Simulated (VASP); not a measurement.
The system is SiC.

```
CELL_PARAMETERS angstrom
3.08000 0.00000 0.00000
-1.54000 2.66736 0.00000
0.00000 0.00000 15.12000
ATOMIC_POSITIONS crystal
Si 0.00000 0.00000 0.00000
Si 0.33333 0.66667 0.16667
Si 0.66667 0.33333 0.33333
Si 0.00000 0.00000 0.50000
Si 0.66667 0.33333 0.66667
Si 0.33333 0.66667 0.83333
C 0.00000 0.00000 0.12500
C 0.33333 0.66667 0.29167
C 0.66667 0.33333 0.45833
C 0.00000 0.00000 0.62500
C 0.66667 0.33333 0.79167
C 0.33333 0.66667 0.95833
```

The cell was built by a generator and needn't be a form met in nature.

| Quantity | Value |
| --- | --- |
| Program | VASP 6.6.1 |
| Task | relaxation of cell and atoms |
| Functional | LDA |
| Potentials or basis | VASP PAW LDA potentials, release 64 (Si, C) |
| Cutoff | 600 eV |
| k mesh | 10 × 10 × 2 |
| Occupations | fermi-dirac, width 0.05 eV |
| Spin | no spin polarisation |

At the start: pressure -4.4 GPa; volume 10.35 Å³/atom.

Problem. How do energy, volume and symmetry change on relaxing?

Solution. Over 5 steps the energy falls by 2.9 meV/atom and the volume is 10.15 Å³/atom (-2.0 %); space group P6_3mc (No. 186, to 0.05 Å).

Step by step:
```
step  energy change (eV)  largest force (eV/Å)  pressure (GPa)  volume (Å³)
   1              0.0000                0.1243           -4.35       124.22
   2              0.0058                0.0757            5.06       119.23
   3             -0.0341                0.0347            0.01       121.79
   4             -0.0341                0.0336            0.09       121.74
   5             -0.0343                0.0085            0.08       121.75
```

Final structure:
```yaml
crystal:
  lattice:
    - [3.06005, 0.00000, 0.00000]
    - [-1.53002, 2.65008, 0.00000]
    - [0.00000, 0.00000, 15.01319]
  atoms:
    - { symbol: Si, position: [0.00000, 0.00000, 0.99996] }
    - { symbol: Si, position: [0.33333, 0.66667, 0.16669] }
    - { symbol: Si, position: [0.66667, 0.33333, 0.33319] }
    - { symbol: Si, position: [0.00000, 0.00000, 0.49996] }
    - { symbol: Si, position: [0.66667, 0.33333, 0.66669] }
    - { symbol: Si, position: [0.33333, 0.66667, 0.83319] }
    - { symbol: C, position: [0.00000, 0.00000, 0.12529] }
    - { symbol: C, position: [0.33333, 0.66667, 0.29169] }
    - { symbol: C, position: [0.66667, 0.33333, 0.45818] }
    - { symbol: C, position: [0.00000, 0.00000, 0.62529] }
    - { symbol: C, position: [0.66667, 0.33333, 0.79169] }
    - { symbol: C, position: [0.33333, 0.66667, 0.95818] }
```
